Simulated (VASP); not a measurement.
# AgCl (Chlorargyrite) with r2SCAN + rVV10: from relaxation to properties, part 5 of 5

Aim: relax AgCl (Chlorargyrite), then compute properties on the relaxed cell. The start is a cell from a database of measured crystal structures.

VASP 6.6.1; r2SCAN with rVV10; plane waves and PAW (Ag, Cl).

So far, gap on the k-mesh (eV): step 2 (relaxing cell and atoms (r2SCAN + rVV10)) 1.44; step 6 (density of states (r2SCAN + rVV10)) 1.36. The relaxed cell has a = 5.496 Å (conventional setting).

The database entry behind the starting cell differs from later determinations by our own check (an axis about 1.4 % short against later determinations), so it need not match the best structure at ambient conditions.

### Step 8. Zone-centre phonons (r2SCAN + rVV10)

Zone-centre modes test whether the atoms sit at a minimum within this cell. IBRION = 6 takes the force constants from differences of forces between displaced cells, so the forces must be tight.

INCAR reads:

```
SYSTEM = AgCl
PREC = Accurate
ENCUT = 400
EDIFF = 1E-08
NELM = 100
ISMEAR = 0
SIGMA = 0.05
LREAL = .FALSE.
ALGO = Normal
METAGGA = R2SCAN
LUSE_VDW = .TRUE.
IVDW_NL = 2
BPARAM = 11.95
CPARAM = 0.0093
LASPH = .TRUE.
NBANDS = 15
LORBIT = 11
LWAVE = .FALSE.
LCHARG = .FALSE.
KPAR = 2
IBRION = 6
NFREE = 2
POTIM = 0.015
ISIF = 2
NSW = 1
```

POSCAR reads:

```
AgCl
1.0
    0.0000000000      2.7478564130      2.7478564130
    2.7478564130      0.0000000000      2.7478564130
    2.7478564130      2.7478564130      0.0000000000
Ag Cl
1 1
Direct
    0.0000000000      0.0000000000      0.0000000000
    0.5000000000      0.5000000000      0.5000000000
```

KPOINTS reads:

```
Automatic mesh
0
Gamma
7 7 7
0 0 0
```

The projector-augmented-wave data sets are Ag and Cl (PBE family, release 64).

Run with:

```
$ mpirun -np 2 vasp_std
```

Output:

```text
[... set-up lines as in an earlier step ...]
 entering main loop
       N       E                     dE             d eps       ncg     rms          rms(c)
Total rVV10 correction in eV:      0.5283850    21.5737324
Total rVV10 correction in eV:      0.5283850    21.5737324
[... 5 cycles as in an earlier step ...]
Total rVV10 correction in eV:      0.5277105    21.5737320
Total rVV10 correction in eV:      0.5277105    21.5737320
[... 1 cycle as in an earlier step ...]
Total rVV10 correction in eV:      0.5332129    21.5737320
Total rVV10 correction in eV:      0.5332129    21.5737320
[... 1 cycle as in an earlier step ...]
Total rVV10 correction in eV:      0.5417123    21.5737320
Total rVV10 correction in eV:      0.5417123    21.5737320
[... 1 cycle as in an earlier step ...]
Total rVV10 correction in eV:      0.5438852    21.5737320
Total rVV10 correction in eV:      0.5438852    21.5737320
[... 1 cycle as in an earlier step ...]
Total rVV10 correction in eV:      0.5433525    21.5737320
Total rVV10 correction in eV:      0.5433525    21.5737320
[... 1 cycle as in an earlier step ...]
Total rVV10 correction in eV:      0.5429776    21.5737320
Total rVV10 correction in eV:      0.5429776    21.5737320
[... 1 cycle as in an earlier step ...]
Total rVV10 correction in eV:      0.5429880    21.5737320
Total rVV10 correction in eV:      0.5429880    21.5737320
[... 1 cycle as in an earlier step ...]
Total rVV10 correction in eV:      0.5431138    21.5737320
Total rVV10 correction in eV:      0.5431138    21.5737320
[... 1 cycle as in an earlier step ...]
Total rVV10 correction in eV:      0.5430980    21.5737320
Total rVV10 correction in eV:      0.5430980    21.5737320
DAV:  14    -0.280918513222E+02    0.36407E-06   -0.95950E-07   747   0.118E-02    0.212E-03
Total rVV10 correction in eV:      0.5430913    21.5737320
Total rVV10 correction in eV:      0.5430913    21.5737320
DAV:  15    -0.280918511593E+02    0.16289E-06   -0.15491E-07   796   0.413E-03    0.305E-04
Total rVV10 correction in eV:      0.5430911    21.5737320
Total rVV10 correction in eV:      0.5430911    21.5737320
DAV:  16    -0.280918511477E+02    0.11656E-07   -0.29677E-09   482   0.621E-04    0.943E-05
Total rVV10 correction in eV:      0.5430910    21.5737320
Total rVV10 correction in eV:      0.5430910    21.5737320
DAV:  17    -0.280918511420E+02    0.56623E-08   -0.38334E-10   419   0.154E-04
Total rVV10 correction in eV:      0.5430907    21.5737320
Total rVV10 correction in eV:      0.5430907    21.5737320
Total rVV10 correction in eV:      0.5430909    21.5737320
Total rVV10 correction in eV:      0.5430909    21.5737320
   1 F= -.28091851E+02 E0= -.28091851E+02  d E =-.413271E-19
 Found     2 degrees of freedom:
 Finite differences POTIM= 0.01500 DOF=   2
 bond charge predicted
       N       E                     dE             d eps       ncg     rms          rms(c)
Total rVV10 correction in eV:      0.5430992    21.5737320
Total rVV10 correction in eV:      0.5430992    21.5737320
DAV:   1    -0.280879857680E+02    0.38654E-02   -0.16327E+00  1200   0.754E+00    0.978E-02
Total rVV10 correction in eV:      0.5430901    21.5737322
Total rVV10 correction in eV:      0.5430901    21.5737322
DAV:   2    -0.280916696444E+02   -0.36839E-02   -0.11368E-02  1403   0.883E-01    0.245E-02
Total rVV10 correction in eV:      0.5430907    21.5737322
Total rVV10 correction in eV:      0.5430907    21.5737322
DAV:   3    -0.280916730875E+02   -0.34431E-05   -0.14119E-04  1487   0.863E-02    0.137E-02
Total rVV10 correction in eV:      0.5430936    21.5737322
Total rVV10 correction in eV:      0.5430936    21.5737322
DAV:   4    -0.280916772873E+02   -0.41998E-05   -0.48814E-06  1480   0.182E-02    0.634E-03
Total rVV10 correction in eV:      0.5430934    21.5737322
Total rVV10 correction in eV:      0.5430934    21.5737322
DAV:   5    -0.280916784081E+02   -0.11208E-05   -0.18194E-06  1438   0.985E-03    0.152E-03
Total rVV10 correction in eV:      0.5430929    21.5737322
Total rVV10 correction in eV:      0.5430929    21.5737322
DAV:   6    -0.280916783977E+02    0.10410E-07   -0.64942E-08  1459   0.183E-03    0.677E-04
Total rVV10 correction in eV:      0.5430930    21.5737322
Total rVV10 correction in eV:      0.5430930    21.5737322
DAV:   7    -0.280916783845E+02    0.13238E-07   -0.25295E-08  1367   0.112E-03    0.212E-04
Total rVV10 correction in eV:      0.5430932    21.5737322
Total rVV10 correction in eV:      0.5430932    21.5737322
DAV:   8    -0.280916783876E+02   -0.31596E-08   -0.52187E-09   782   0.532E-04
Total rVV10 correction in eV:      0.5430933    21.5737322
Total rVV10 correction in eV:      0.5430933    21.5737322
Total rVV10 correction in eV:      0.5430932    21.5737322
Total rVV10 correction in eV:      0.5430932    21.5737322
   2 F= -.28091678E+02 E0= -.28091678E+02  d E =-.663462E-19
[...]
3 F= -.28091678E+02 E0= -.28091678E+02  d E =-.878837E-19
[...]
4 F= -.28091670E+02 E0= -.28091670E+02  d E =-.310619E-18
 Finite differences progress:
  Degree of freedom:   2/  2
  Displacement:        1/  2
  Total:               3/  4
 bond charge predicted
       N       E                     dE             d eps       ncg     rms          rms(c)
Total rVV10 correction in eV:      0.5430672    21.5737319
Total rVV10 correction in eV:      0.5430672    21.5737319
DAV:   1    -0.280849573195E+02    0.67132E-02   -0.10728E+00  1200   0.619E+00    0.267E-01
Total rVV10 correction in eV:      0.5430603    21.5737319
Total rVV10 correction in eV:      0.5430603    21.5737319
DAV:   2    -0.280917576823E+02   -0.68004E-02   -0.59383E-02  1396   0.174E+00    0.570E-02
Total rVV10 correction in eV:      0.5430754    21.5737319
Total rVV10 correction in eV:      0.5430754    21.5737319
DAV:   3    -0.280916986999E+02    0.58982E-04   -0.30444E-04  1529   0.157E-01    0.367E-02
Total rVV10 correction in eV:      0.5430938    21.5737319
Total rVV10 correction in eV:      0.5430938    21.5737319
DAV:   4    -0.280916669749E+02    0.31725E-04   -0.20615E-04  1452   0.101E-01    0.168E-02
Total rVV10 correction in eV:      0.5430935    21.5737319
Total rVV10 correction in eV:      0.5430935    21.5737319
DAV:   5    -0.280916721005E+02   -0.51257E-05   -0.40944E-05  1375   0.388E-02    0.148E-02
Total rVV10 correction in eV:      0.5430936    21.5737319
Total rVV10 correction in eV:      0.5430936    21.5737319
DAV:   6    -0.280916714675E+02    0.63303E-06   -0.58237E-07  1543   0.644E-03    0.996E-03
Total rVV10 correction in eV:      0.5430931    21.5737319
Total rVV10 correction in eV:      0.5430931    21.5737319
DAV:   7    -0.280916704353E+02    0.10322E-05   -0.56780E-06  1458   0.175E-02    0.436E-03
Total rVV10 correction in eV:      0.5430931    21.5737319
Total rVV10 correction in eV:      0.5430931    21.5737319
DAV:   8    -0.280916704622E+02   -0.26895E-07   -0.75200E-07  1354   0.654E-03    0.513E-03
Total rVV10 correction in eV:      0.5430931    21.5737319
Total rVV10 correction in eV:      0.5430931    21.5737319
DAV:   9    -0.280916704692E+02   -0.70270E-08   -0.24667E-08  1529   0.129E-03
Total rVV10 correction in eV:      0.5430929    21.5737319
Total rVV10 correction in eV:      0.5430929    21.5737319
Total rVV10 correction in eV:      0.5430931    21.5737319
Total rVV10 correction in eV:      0.5430931    21.5737319
   5 F= -.28091670E+02 E0= -.28091670E+02  d E =-.298133E-18
 Finite differences progress:
  Degree of freedom:   2/  2
  Displacement:        2/  2
  Total:               4/  4
```

Elapsed: 8.3 min, on 2 MPI ranks of AMD EPYC 7R43, shared host; peak memory 0.47 GiB.

Parts of OUTCAR (step 8):

```text
   NELECT =      18.0000    total number of electrons

 E-fermi :   4.1105

 k-point     1 :       0.0000    0.0000    0.0000
  band No.  band energies     occupation
    ...
      5       1.3383      2.00000
      6       1.3640      2.00000
      7       1.3640      2.00000
      8       1.3916      2.00000
      9       1.4264      2.00000
     10       5.2545      0.00000
     11      15.1717      0.00000
     12      15.1721      0.00000
     13      15.1721      0.00000
     14      16.5041      0.00000
    ...

  Total       -0.0068500     -0.0102453     -0.0102453     -0.0000000      0.0000000      0.0000000
  in kB       -0.2644796     -0.3955701     -0.3955701     -0.0000000      0.0000000      0.0000000
  external PRESSURE =      -0.3518732 kB  Pullay stress =       0.0000000 kB

 POSITION                                       TOTAL-FORCE (eV/Angst)
 -----------------------------------------------------------------------------------
      0.00000      0.00000      0.00000        -0.023548      0.000000      0.000000
      2.73286      2.74786      2.74786         0.023548      0.000000      0.000000
 -----------------------------------------------------------------------------------
    total drift:                               -0.001559     -0.000000     -0.000000

  FREE ENERGIE OF THE ION-ELECTRON SYSTEM (eV)
  ---------------------------------------------------
  free  energy   TOTEN  =       -28.0916704692 eV

  energy  without entropy=      -28.0916704692  energy(sigma->0) =      -28.09167047

 Eigenvectors and eigenvalues of the dynamical matrix
 ----------------------------------------------------

   1 f  =    3.802788 THz    23.893619 2PiTHz  126.847338 cm-1    15.727058 meV
             X         Y         Z           dx          dy          dz
      0.000000  0.000000  0.000000     0.000000    0.498871    0.000000
      2.747856  2.747856  2.747856     0.000000   -0.866676    0.000000

   2 f  =    3.802788 THz    23.893619 2PiTHz  126.847338 cm-1    15.727058 meV
             X         Y         Z           dx          dy          dz
      0.000000  0.000000  0.000000    -0.498871    0.000000    0.000000
      2.747856  2.747856  2.747856     0.866676    0.000000    0.000000

   3 f  =    3.802788 THz    23.893619 2PiTHz  126.847338 cm-1    15.727058 meV
             X         Y         Z           dx          dy          dz
      0.000000  0.000000  0.000000     0.000000    0.000000   -0.498871
      2.747856  2.747856  2.747856     0.000000    0.000000    0.866676

   4 f/i=    0.006623 THz     0.041613 2PiTHz    0.220917 cm-1     0.027390 meV
             X         Y         Z           dx          dy          dz
      0.000000  0.000000  0.000000     0.866676    0.000000    0.000000
      2.747856  2.747856  2.747856     0.498871    0.000000    0.000000

   5 f/i=    0.006623 THz     0.041613 2PiTHz    0.220917 cm-1     0.027390 meV
             X         Y         Z           dx          dy          dz
      0.000000  0.000000  0.000000     0.000000   -0.866676    0.000000
      2.747856  2.747856  2.747856     0.000000   -0.498871    0.000000

   6 f/i=    0.006623 THz     0.041613 2PiTHz    0.220917 cm-1     0.027390 meV
             X         Y         Z           dx          dy          dz
      0.000000  0.000000  0.000000     0.000000    0.000000    0.866676
      2.747856  2.747856  2.747856     0.000000    0.000000    0.498871

 ELASTIC MODULI CONTR FROM IONIC RELAXATION (kBar)
 Direction    XX          YY          ZZ          XY          YZ          ZX
 --------------------------------------------------------------------------------
 XX           0.0000      0.0000      0.0000      0.0000      0.0000      0.0000
 YY           0.0000      0.0000      0.0000      0.0000      0.0000      0.0000
 ZZ           0.0000      0.0000      0.0000      0.0000      0.0000      0.0000
 XY           0.0000      0.0000      0.0000      0.0000      0.0000      0.0000
 YZ           0.0000      0.0000      0.0000      0.0000      0.0000      0.0000
 ZX           0.0000      0.0000      0.0000      0.0000      0.0000      0.0000
 --------------------------------------------------------------------------------

[... 8 parts as in an earlier step ...]

[... 9 further parts left out ...]
```

CONTCAR:

```
AgCl
   1.00000000000000
     0.0000000000000000    2.7478564130000001    2.7478564130000001
     2.7478564130000001    0.0000000000000000    2.7478564130000001
     2.7478564130000001    2.7478564130000001    0.0000000000000000
  Ag              Cl
     1     1
Direct
     0.0000000000000000    0.0000000000000000    0.0000000000000000
     0.5027294002570577    0.4972705997429422    0.4972705997429421
```

The last energy, forces, stress and levels in OUTCAR belong to the last displaced cell, not to the cell of POSCAR.

Numbers from this step:

* bands: 15
* irreducible k-points: 20
* pressure of the cell: -0.03965 GPa
* largest force of the cell: 0 eV/Å

Transverse limit, no LO-TO splitting. The modes at Γ (shares of kinetic energy by element, %):

```csv
mode,frequency (cm⁻¹),symmetry,Ag %,Cl %
1,-0.2,acoustic,75,25
2,-0.2,acoustic,75,25
3,-0.2,acoustic,75,25
4,126.8,T1u,25,75
5,126.8,T1u,25,75
6,126.8,T1u,25,75
```

Displacements in mode 4 (126.8 cm⁻¹), the largest set to 1:
```
Ag1  0.00  0.00 -0.33
Cl2  0.00  0.00  1.00
```

The three acoustic modes lie within 0.2 cm⁻¹ of zero, and all others are real. Born charges and mode vectors give each infrared mode its dipole; summed over the modes, dipole squared over frequency squared adds 6.33 to the electronic 4.64, for a mean static constant of 11.0. With one infrared mode the Lyddane-Sachs-Teller relation, LO/TO = (ε0/ε∞)^½, puts the longitudinal line at 195 cm⁻¹. By the characters of their eigenvectors the optical modes sort into (cm⁻¹) infrared active: T1u 127.

### Step 9. Outcome

| Property | Result |
| --- | --- |
| relaxed volume | 20.75 Å³/atom |
| relaxed conventional cell a, b, c | 5.496, 5.496, 5.496 Å |
| space group after relaxing, within 0.02 Å | Fm-3m (No. 225) |
| band gap | 1.36 eV, indirect (least direct gap of that run 3.57 eV) |
| gap among the points of the DOS mesh alone, an upper bound | 1.36 eV |
| electronic dielectric constant, mean | 4.64 |
| static dielectric constant from modes and Born charges, mean | 11.0 |
| LO mode by the Lyddane-Sachs-Teller relation | 195 cm⁻¹ |
| highest zone-centre mode | 127 cm⁻¹ |

**Reading.** With r2SCAN + rVV10, AgCl (Chlorargyrite) relaxes to 20.75 Å³/atom in space group Fm-3m (held by the symmetry of the run) and has an indirect gap of 1.36 eV. Against the listed cell the volume lies +1.4 %. Bands along the symmetry lines (r2SCAN + rVV10): The path shows an indirect gap of 1.36 eV (valence top at L, conduction bottom at Γ). The least direct gap is 3.57 eV. Dielectric tensor and Born charges (r2SCAN + rVV10): The electronic dielectric tensor with local fields is isotropic, 4.64. Dielectric tensor and Born charges (r2SCAN + rVV10): Mean Born effective charge: Ag1 1.51, Cl2 -1.51 e. Zone-centre phonons (r2SCAN + rVV10): The highest mode in this list at Γ, 126.8 cm⁻¹, is mostly motion of Cl (75 % of the kinetic energy). Semilocal functionals usually underestimate gaps. Spin-orbit coupling is left out; it would split some degenerate bands. Modes at Γ alone can't show that the crystal is stable at other wave vectors, and the LO-TO splitting is not included. No search among competing phases was made, and a listed structure need not be the one stable at ambient conditions. All values are for a static lattice at zero temperature.

[Lines on the potential files, build, host, timing and source positions are cut from VASP's logs without a mark.]

[Logs are printed without paths, hosts, clocks, repeated set-up lines and the standing remarks that a program may print on its own settings, such as how far it seeks lower states.]

[Hosts, paths, dates, database ids (printed as entryN), source tags and the programs' standing remarks are cut or masked in the printed files.]

[A measured line is paired with the nearest computed mode of its activity, which favours agreement.]
